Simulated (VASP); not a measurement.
# YB6 with r2SCAN + rVV10: from relaxation to properties, part 7 of 9

What structure does YB6 take at this level, and what are its properties? The start is a cell from a database of measured crystal structures.

VASP 6.6.1; r2SCAN with rVV10; plane waves and PAW (Y_sv, B).

Still holding for the runs below: This run has no spin polarisation. Its electron count is odd, so without a moment it is a metal by construction.

So far. Step 7 (Zone-centre phonons (r2SCAN + rVV10)): The three acoustic modes lie within 1.3 cm⁻¹ of zero, and all others are real. By the characters of their eigenvectors the optical modes sort into (cm⁻¹) Raman active: T2g 708, Eg 1188, A1g 1357; infrared active: T1u 120, T1u 893; silent: T2u 518, T1g 572. With a centre of inversion no mode is active in both. Step 8 (Volume scan with r2SCAN + rVV10): The pressure here is 12.64 GPa.

The database entry behind the starting cell differs from later determinations by our own check (about 0.3 % long, ideal inner coordinate), so it need not match the best structure at ambient conditions.

## (9) Volume scan with r2SCAN + rVV10 (run 2)

File INCAR:

```
SYSTEM = YB6
PREC = Accurate
ENCUT = 420
EDIFF = 1E-06
NELM = 100
ISMEAR = 0
SIGMA = 0.05
LREAL = .FALSE.
ALGO = Normal
METAGGA = R2SCAN
LUSE_VDW = .TRUE.
IVDW_NL = 2
BPARAM = 11.95
CPARAM = 0.0093
LASPH = .TRUE.
NBANDS = 21
LORBIT = 11
LWAVE = .FALSE.
LCHARG = .FALSE.
KPAR = 4
ISIF = 2
```

File POSCAR:

```
YB6
1.0
    4.0322856844      0.0000000000      0.0000000000
    0.0000000000      4.0322856844      0.0000000000
    0.0000000000      0.0000000000      4.0322856844
Y B
1 6
Direct
    0.0000000000      0.0000000000      0.0000000000
    0.1988345400      0.5000000000      0.5000000000
    0.5000000000      0.1988345400      0.5000000000
    0.8011654600      0.5000000000      0.5000000000
    0.5000000000      0.8011654600      0.5000000000
    0.5000000000      0.5000000000      0.1988345400
    0.5000000000      0.5000000000      0.8011654600
```

File KPOINTS:

```
Automatic mesh
0
Gamma
7 7 7
0 0 0
```

Potentials, in the order of the species: Y_sv and B (PBE family, release 64).

On the command line:

```sh
> mpirun -np 4 vasp_std
```

Output:

```text
[... set-up lines as in an earlier step ...]
 entering main loop
       N       E                     dE             d eps       ncg     rms          rms(c)
Total rVV10 correction in eV:      0.2846422    29.9215336
Total rVV10 correction in eV:      0.2846422    29.9215336
Total rVV10 correction in eV:      0.2846422    29.9215336
Total rVV10 correction in eV:      0.2846422    29.9215336
DAV:   1     0.545397069409E+02    0.54540E+02   -0.12872E+04   840   0.113E+03
DAV:   2    -0.761994597760E+02   -0.13074E+03   -0.12712E+03  1109   0.246E+02
DAV:   3    -0.804980135322E+02   -0.42986E+01   -0.42746E+01  1307   0.385E+01
DAV:   4    -0.805713912025E+02   -0.73378E-01   -0.73092E-01  1148   0.440E+00
DAV:   5    -0.805724133911E+02   -0.10222E-02   -0.10217E-02  1132   0.466E-01    0.167E+01
Total rVV10 correction in eV:      0.3153273    29.9215333
Total rVV10 correction in eV:      0.3153273    29.9215333
Total rVV10 correction in eV:      0.3153273    29.9215333
Total rVV10 correction in eV:      0.3153273    29.9215333
DAV:   6    -0.680293793483E+02    0.12543E+02   -0.10993E+01  1099   0.237E+01    0.135E+01
Total rVV10 correction in eV:      0.3419731    29.9215333
Total rVV10 correction in eV:      0.3419731    29.9215333
Total rVV10 correction in eV:      0.3419731    29.9215333
Total rVV10 correction in eV:      0.3419731    29.9215333
DAV:   7    -0.671498751738E+02    0.87950E+00   -0.70249E+00  1159   0.138E+01    0.114E+01
Total rVV10 correction in eV:      0.3374018    29.9215334
Total rVV10 correction in eV:      0.3374018    29.9215334
Total rVV10 correction in eV:      0.3374018    29.9215334
Total rVV10 correction in eV:      0.3374018    29.9215334
DAV:   8    -0.673595850247E+02   -0.20971E+00   -0.20703E+00  1024   0.762E+00    0.166E+00
Total rVV10 correction in eV:      0.3477704    29.9215334
Total rVV10 correction in eV:      0.3477704    29.9215334
Total rVV10 correction in eV:      0.3477704    29.9215334
Total rVV10 correction in eV:      0.3477704    29.9215334
DAV:   9    -0.671507701287E+02    0.20881E+00   -0.79135E-01  1041   0.461E+00    0.363E-01
Total rVV10 correction in eV:      0.3463401    29.9215334
Total rVV10 correction in eV:      0.3463401    29.9215334
Total rVV10 correction in eV:      0.3463401    29.9215334
Total rVV10 correction in eV:      0.3463401    29.9215334
DAV:  10    -0.671511371734E+02   -0.36704E-03   -0.43327E-02  1075   0.122E+00    0.729E-01
Total rVV10 correction in eV:      0.3461891    29.9215334
Total rVV10 correction in eV:      0.3461891    29.9215334
Total rVV10 correction in eV:      0.3461891    29.9215334
Total rVV10 correction in eV:      0.3461891    29.9215334
DAV:  11    -0.671512032005E+02   -0.66027E-04   -0.17244E-03  1113   0.239E-01    0.223E-01
Total rVV10 correction in eV:      0.3462139    29.9215334
Total rVV10 correction in eV:      0.3462139    29.9215334
Total rVV10 correction in eV:      0.3462139    29.9215334
Total rVV10 correction in eV:      0.3462139    29.9215334
DAV:  12    -0.671511476436E+02    0.55557E-04   -0.34681E-04  1121   0.109E-01    0.369E-02
Total rVV10 correction in eV:      0.3462432    29.9215334
Total rVV10 correction in eV:      0.3462432    29.9215334
Total rVV10 correction in eV:      0.3462432    29.9215334
Total rVV10 correction in eV:      0.3462432    29.9215334
DAV:  13    -0.671511470283E+02    0.61528E-06   -0.40821E-05  1131   0.415E-02    0.477E-03
Total rVV10 correction in eV:      0.3462567    29.9215334
Total rVV10 correction in eV:      0.3462567    29.9215334
Total rVV10 correction in eV:      0.3462567    29.9215334
Total rVV10 correction in eV:      0.3462567    29.9215334
DAV:  14    -0.671511466137E+02    0.41463E-06   -0.14613E-06   791   0.747E-03
Total rVV10 correction in eV:      0.3462663    29.9215334
Total rVV10 correction in eV:      0.3462663    29.9215334
Total rVV10 correction in eV:      0.3462663    29.9215334
Total rVV10 correction in eV:      0.3462663    29.9215334
Total rVV10 correction in eV:      0.3462649    29.9215334
Total rVV10 correction in eV:      0.3462649    29.9215334
Total rVV10 correction in eV:      0.3462649    29.9215334
Total rVV10 correction in eV:      0.3462649    29.9215334
   1 F= -.67151147E+02 E0= -.67148622E+02  d E =-.504861E-02
```

Run time: 89 s. Hardware: 4 MPI ranks of AMD EPYC 7R43, shared host; peak memory 0.86 GiB.

From OUTCAR (step 9):

```text
   ENCUT  =  420.0 eV  30.87 Ry    5.56 a.u.   6.74  6.74  6.74*2*pi/ulx,y,z

   NELECT =      29.0000    total number of electrons

 E-fermi :   7.1502

 k-point     1 :       0.0000    0.0000    0.0000
  band No.  band energies     occupation
    ...
     10      -0.7419      2.00000
     11      -0.7419      2.00000
     12       4.8698      2.00000
     13       4.8698      2.00000
     14       4.8698      2.00000
     15       8.1312      0.00000
     16       8.1312      0.00000
     17       8.1312      0.00000
     18       8.2442      0.00000
     19       8.2442      0.00000
    ...

  Total        3.2914594      3.2914594      3.2914594      0.0000000      0.0000000     -0.0000000
  in kB       80.4350263     80.4350263     80.4350263      0.0000000      0.0000000     -0.0000000
  external PRESSURE =      80.4350263 kB  Pullay stress =       0.0000000 kB

 POSITION                                       TOTAL-FORCE (eV/Angst)
 -----------------------------------------------------------------------------------
      0.00000      0.00000      0.00000        -0.000000     -0.000000      0.000000
      0.80176      2.01614      2.01614        -0.165045      0.000000     -0.000000
      2.01614      0.80176      2.01614        -0.000000     -0.165045      0.000000
      3.23053      2.01614      2.01614         0.165045     -0.000000      0.000000
      2.01614      3.23053      2.01614        -0.000000      0.165045     -0.000000
      2.01614      2.01614      0.80176        -0.000000      0.000000     -0.165045
      2.01614      2.01614      3.23053        -0.000000     -0.000000      0.165045
 -----------------------------------------------------------------------------------
    total drift:                               -0.000000      0.000000      0.000000

  FREE ENERGIE OF THE ION-ELECTRON SYSTEM (eV)
  ---------------------------------------------------
  free  energy   TOTEN  =       -67.1511466137 eV

  energy  without entropy=      -67.1460980038  energy(sigma->0) =      -67.14862231

[... 4 parts as in an earlier step ...]

[... 12 further parts left out ...]
```

This step gave:

```yaml
free_energy_toten: -67.1511 eV
energy_at_zero_smearing: -67.1486 eV
fermi_energy: 7.150 eV
pressure: 8.044 GPa
```

Force by atom:

```csv
atom,x (eV/Å),y (eV/Å),z (eV/Å),size
Y1,0.000,0.000,0.000,0.000
B2,-0.165,0.000,0.000,0.165
B3,0.000,-0.165,0.000,0.165
B4,0.165,0.000,0.000,0.165
B5,0.000,0.165,0.000,0.165
B6,0.000,0.000,-0.165,0.165
B7,0.000,0.000,0.165,0.165
```

The pressure falls from 12.64 to 8.04 GPa.

The run ends at a pressure of 8.04 GPa, with forces up to 0.17 eV/Å.

## (10) Volume scan with r2SCAN + rVV10 (run 3)

INCAR is that of step 9.

POSCAR: that of step 9 with these lines changed.

```diff
@@ -2,5 +2,5 @@
 1.0
-    4.0322856844      0.0000000000      0.0000000000
-    0.0000000000      4.0322856844      0.0000000000
-    0.0000000000      0.0000000000      4.0322856844
+    4.0600954300      0.0000000000      0.0000000000
+    0.0000000000      4.0600954300      0.0000000000
+    0.0000000000      0.0000000000      4.0600954300
 Y B
```

KPOINTS is that of step 9.

On the command line:

```sh
> mpirun -np 4 vasp_std
```

Output:

```text
[... set-up lines as in an earlier step ...]
 entering main loop
       N       E                     dE             d eps       ncg     rms          rms(c)
Total rVV10 correction in eV:      0.2902961    29.9215336
Total rVV10 correction in eV:      0.2902961    29.9215336
Total rVV10 correction in eV:      0.2902961    29.9215336
Total rVV10 correction in eV:      0.2902961    29.9215336
DAV:   1     0.560769924804E+02    0.56077E+02   -0.12858E+04   840   0.112E+03
DAV:   2    -0.758284043724E+02   -0.13191E+03   -0.12700E+03  1084   0.246E+02
DAV:   3    -0.803123834682E+02   -0.44840E+01   -0.44438E+01  1280   0.395E+01
DAV:   4    -0.803973703954E+02   -0.84987E-01   -0.84471E-01  1185   0.482E+00
DAV:   5    -0.803992290280E+02   -0.18586E-02   -0.18584E-02  1160   0.581E-01    0.162E+01
Total rVV10 correction in eV:      0.3207227    29.9215333
Total rVV10 correction in eV:      0.3207227    29.9215333
Total rVV10 correction in eV:      0.3207227    29.9215333
Total rVV10 correction in eV:      0.3207227    29.9215333
[...]
Total rVV10 correction in eV:      0.3510165    29.9215333
DAV:  12    -0.672018818062E+02    0.55150E-04   -0.36699E-04  1095   0.109E-01    0.400E-02
Total rVV10 correction in eV:      0.3510521    29.9215333
Total rVV10 correction in eV:      0.3510521    29.9215333
Total rVV10 correction in eV:      0.3510521    29.9215333
Total rVV10 correction in eV:      0.3510521    29.9215333
DAV:  13    -0.672018802505E+02    0.15557E-05   -0.45076E-05  1139   0.434E-02    0.658E-03
Total rVV10 correction in eV:      0.3510611    29.9215333
Total rVV10 correction in eV:      0.3510611    29.9215333
Total rVV10 correction in eV:      0.3510611    29.9215333
Total rVV10 correction in eV:      0.3510611    29.9215333
DAV:  14    -0.672018799537E+02    0.29676E-06   -0.13772E-06   816   0.741E-03
Total rVV10 correction in eV:      0.3510689    29.9215333
Total rVV10 correction in eV:      0.3510689    29.9215333
Total rVV10 correction in eV:      0.3510689    29.9215333
Total rVV10 correction in eV:      0.3510689    29.9215333
Total rVV10 correction in eV:      0.3510686    29.9215333
Total rVV10 correction in eV:      0.3510686    29.9215333
Total rVV10 correction in eV:      0.3510686    29.9215333
Total rVV10 correction in eV:      0.3510686    29.9215333
   1 F= -.67201880E+02 E0= -.67199488E+02  d E =-.478479E-02
```

The job ended after 91 s (4 MPI ranks; peak memory 0.85 GiB; 5.9 min of CPU time).

Parts of OUTCAR (step 10):

```text
  Total        1.6073475      1.6073475      1.6073475     -0.0000000     -0.0000000     -0.0000000
  in kB       38.4779242     38.4779242     38.4779242     -0.0000000     -0.0000000     -0.0000000
  external PRESSURE =      38.4779242 kB  Pullay stress =       0.0000000 kB

 POSITION                                       TOTAL-FORCE (eV/Angst)
 -----------------------------------------------------------------------------------
      0.00000      0.00000      0.00000         0.000000      0.000000      0.000000
      0.80729      2.03005      2.03005        -0.079739      0.000000      0.000000
      2.03005      0.80729      2.03005         0.000000     -0.079739      0.000000
      3.25281      2.03005      2.03005         0.079739     -0.000000      0.000000
      2.03005      3.25281      2.03005         0.000000      0.079739      0.000000
      2.03005      2.03005      0.80729         0.000000      0.000000     -0.079739
      2.03005      2.03005      3.25281         0.000000     -0.000000      0.079739
 -----------------------------------------------------------------------------------
    total drift:                               -0.000000      0.000000      0.000000

  FREE ENERGIE OF THE ION-ELECTRON SYSTEM (eV)
  ---------------------------------------------------
  free  energy   TOTEN  =       -67.2018799537 eV

  energy  without entropy=      -67.1970951672  energy(sigma->0) =      -67.19948756

[... 1 part as in an earlier step ...]

[... 2 further parts left out ...]
[key lines of the parts left out:]
E-fermi :   6.9926
```

The pressure falls from 8.04 to 3.85 GPa.

The run ends at a pressure of 3.85 GPa, with forces up to 0.080 eV/Å.

## (11) Volume scan with r2SCAN + rVV10 (run 4)

INCAR is that of step 10.

POSCAR: that of step 10 with these lines changed.

```diff
@@ -2,5 +2,5 @@
 1.0
-    4.0600954300      0.0000000000      0.0000000000
-    0.0000000000      4.0600954300      0.0000000000
-    0.0000000000      0.0000000000      4.0600954300
+    4.0875293394      0.0000000000      0.0000000000
+    0.0000000000      4.0875293394      0.0000000000
+    0.0000000000      0.0000000000      4.0875293394
 Y B
```

KPOINTS is that of step 10.

On the command line:

```sh
> mpirun -np 4 vasp_std
```

Output:

```text
[... set-up lines as in an earlier step ...]
 entering main loop
       N       E                     dE             d eps       ncg     rms          rms(c)
Total rVV10 correction in eV:      0.2958684    29.9215336
Total rVV10 correction in eV:      0.2958684    29.9215336
Total rVV10 correction in eV:      0.2958684    29.9215336
Total rVV10 correction in eV:      0.2958684    29.9215336
[... 5 cycles as in an earlier step ...]
Total rVV10 correction in eV:      0.3260229    29.9215335
Total rVV10 correction in eV:      0.3260229    29.9215335
Total rVV10 correction in eV:      0.3260229    29.9215335
Total rVV10 correction in eV:      0.3260229    29.9215335
[... 1 cycle as in an earlier step ...]
Total rVV10 correction in eV:      0.3518920    29.9215335
Total rVV10 correction in eV:      0.3518920    29.9215335
Total rVV10 correction in eV:      0.3518920    29.9215335
Total rVV10 correction in eV:      0.3518920    29.9215335
[... 1 cycle as in an earlier step ...]
Total rVV10 correction in eV:      0.3475582    29.9215335
Total rVV10 correction in eV:      0.3475582    29.9215335
[...]
Total rVV10 correction in eV:      0.3557396    29.9215335
Total rVV10 correction in eV:      0.3557396    29.9215335
Total rVV10 correction in eV:      0.3557396    29.9215335
Total rVV10 correction in eV:      0.3557396    29.9215335
[... 1 cycle as in an earlier step ...]
Total rVV10 correction in eV:      0.3557588    29.9215335
Total rVV10 correction in eV:      0.3557588    29.9215335
Total rVV10 correction in eV:      0.3557588    29.9215335
Total rVV10 correction in eV:      0.3557588    29.9215335
[... 1 cycle as in an earlier step ...]
Total rVV10 correction in eV:      0.3557675    29.9215335
Total rVV10 correction in eV:      0.3557675    29.9215335
Total rVV10 correction in eV:      0.3557675    29.9215335
Total rVV10 correction in eV:      0.3557675    29.9215335
[... 1 cycle as in an earlier step ...]
Total rVV10 correction in eV:      0.3557722    29.9215335
Total rVV10 correction in eV:      0.3557722    29.9215335
Total rVV10 correction in eV:      0.3557722    29.9215335
Total rVV10 correction in eV:      0.3557722    29.9215335
Total rVV10 correction in eV:      0.3557732    29.9215335
Total rVV10 correction in eV:      0.3557732    29.9215335
Total rVV10 correction in eV:      0.3557732    29.9215335
Total rVV10 correction in eV:      0.3557732    29.9215335
   1 F= -.67218423E+02 E0= -.67216157E+02  d E =-.453257E-02
```

Elapsed: 83 s, on 4 MPI ranks; peak memory 0.94 GiB; 5.5 min of CPU time.

From OUTCAR (step 11):

```text
[... 6 parts as in an earlier step ...]

[... 1 further part left out ...]
[key lines of the parts left out:]
E-fermi :   6.8396
```

The pressure falls from 3.85 to 0.01 GPa.

The run ends at a pressure of 0.01 GPa.

## (12) Volume scan with r2SCAN + rVV10 (run 5)

INCAR is that of step 11.

POSCAR: that of step 11 with these lines changed.

```diff
@@ -2,5 +2,5 @@
 1.0
-    4.0875293394      0.0000000000      0.0000000000
-    0.0000000000      4.0875293394      0.0000000000
-    0.0000000000      0.0000000000      4.0875293394
+    4.1145998590      0.0000000000      0.0000000000
+    0.0000000000      4.1145998590      0.0000000000
+    0.0000000000      0.0000000000      4.1145998590
 Y B
```

KPOINTS is that of step 11.

On the command line:

```sh
> mpirun -np 4 vasp_std
```

Output:

```text
[... set-up lines as in an earlier step ...]
 entering main loop
       N       E                     dE             d eps       ncg     rms          rms(c)
Total rVV10 correction in eV:      0.3013615    29.9215336
Total rVV10 correction in eV:      0.3013615    29.9215336
Total rVV10 correction in eV:      0.3013615    29.9215336
Total rVV10 correction in eV:      0.3013615    29.9215336
DAV:   1     0.542863605352E+02    0.54286E+02   -0.12719E+04   840   0.112E+03
DAV:   2    -0.754799621956E+02   -0.12977E+03   -0.12489E+03  1121   0.239E+02
DAV:   3    -0.799139678971E+02   -0.44340E+01   -0.43935E+01  1272   0.385E+01
DAV:   4    -0.799896967952E+02   -0.75729E-01   -0.75366E-01  1150   0.458E+00
DAV:   5    -0.799913245225E+02   -0.16277E-02   -0.16274E-02  1172   0.543E-01    0.152E+01
Total rVV10 correction in eV:      0.3312343    29.9215337
Total rVV10 correction in eV:      0.3312343    29.9215337
Total rVV10 correction in eV:      0.3312343    29.9215337
Total rVV10 correction in eV:      0.3312343    29.9215337
[...]
Total rVV10 correction in eV:      0.3603613    29.9215337
DAV:  12    -0.672036910028E+02    0.47620E-04   -0.30944E-04  1135   0.100E-01    0.282E-02
Total rVV10 correction in eV:      0.3603738    29.9215337
Total rVV10 correction in eV:      0.3603738    29.9215337
Total rVV10 correction in eV:      0.3603738    29.9215337
Total rVV10 correction in eV:      0.3603738    29.9215337
DAV:  13    -0.672036901214E+02    0.88141E-06   -0.33285E-05  1107   0.399E-02    0.127E-02
Total rVV10 correction in eV:      0.3603816    29.9215337
Total rVV10 correction in eV:      0.3603816    29.9215337
Total rVV10 correction in eV:      0.3603816    29.9215337
Total rVV10 correction in eV:      0.3603816    29.9215337
DAV:  14    -0.672036902775E+02   -0.15610E-06   -0.11445E-06   774   0.669E-03
Total rVV10 correction in eV:      0.3603798    29.9215337
Total rVV10 correction in eV:      0.3603798    29.9215337
Total rVV10 correction in eV:      0.3603798    29.9215337
Total rVV10 correction in eV:      0.3603798    29.9215337
Total rVV10 correction in eV:      0.3603842    29.9215337
Total rVV10 correction in eV:      0.3603842    29.9215337
Total rVV10 correction in eV:      0.3603842    29.9215337
Total rVV10 correction in eV:      0.3603842    29.9215337
   1 F= -.67203690E+02 E0= -.67201540E+02  d E =-.429988E-02
```

It took 73 s on 4 MPI ranks; peak memory 0.97 GiB; 4.8 min of CPU time.

Parts of OUTCAR (step 12):

```text
  Total       -1.5166849     -1.5166849     -1.5166849      0.0000000     -0.0000000      0.0000000
  in kB      -34.8837458    -34.8837458    -34.8837458      0.0000000     -0.0000000      0.0000000
  external PRESSURE =     -34.8837458 kB  Pullay stress =       0.0000000 kB

 POSITION                                       TOTAL-FORCE (eV/Angst)
 -----------------------------------------------------------------------------------
      0.00000      0.00000      0.00000         0.000000     -0.000000     -0.000000
      0.81812      2.05730      2.05730         0.074696     -0.000000     -0.000000
      2.05730      0.81812      2.05730         0.000000      0.074696     -0.000000
      3.29648      2.05730      2.05730        -0.074696     -0.000000     -0.000000
      2.05730      3.29648      2.05730         0.000000     -0.074696     -0.000000
      2.05730      2.05730      0.81812         0.000000     -0.000000      0.074696
      2.05730      2.05730      3.29648         0.000000     -0.000000     -0.074696
 -----------------------------------------------------------------------------------
    total drift:                               -0.000000      0.000000      0.000000

  FREE ENERGIE OF THE ION-ELECTRON SYSTEM (eV)
  ---------------------------------------------------
  free  energy   TOTEN  =       -67.2036902775 eV

  energy  without entropy=      -67.1993904002  energy(sigma->0) =      -67.20154034

[... 1 part as in an earlier step ...]

[... 2 further parts left out ...]
[key lines of the parts left out:]
E-fermi :   6.6912
```

The pressure falls from 0.01 to -3.49 GPa.

The run ends at a pressure of -3.49 GPa, with forces up to 0.075 eV/Å.

(Continued in part 8 of 9.)

[Lines on the potential files, build, host, timing and source positions are cut from VASP's logs without a mark.]

[Logs are printed without paths, hosts, clocks, repeated set-up lines and the standing remarks that a program may print on its own settings, such as how far it seeks lower states.]

[Hosts, paths, dates, database ids (printed as entryN), source tags and the programs' standing remarks are cut or masked in the printed files.]

[A measured line is paired with the nearest computed mode of its activity, which favours agreement.]
